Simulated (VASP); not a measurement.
Energy against volume of GaP (zinc blende). Level of theory: MS2 meta-GGA, VASP's PBE PAW potentials (set 64) (plane waves; VASP). Settings: 520 eV cut-off, 8×8×8 Γ-centred mesh, Gaussian smearing of 0.050 eV, potentials Ga_d P.

| V (Å³/atom) | E (eV/atom) |
|---|---|
| 19.461 | -7.49035 |
| 20.063 | -7.49466 |
| 20.665 | -7.48962 |
| 21.267 | -7.47612 |

Task: Fit these four points and predict the energy of the run at 18.859 Å³/atom.

Result: A cubic in V^(−2/3), the third-order Birch-Murnaghan form, passes through the four points with V0 = 20.03 Å³/atom and B0 = 83 GPa, and gives -7.4757 eV/atom there. The run gave -7.4735 eV/atom, +2.2 meV/atom from the fit; all five points give B0 = 89 GPa.

The compound is GaP in the zinc blende structure. It was relaxed first.
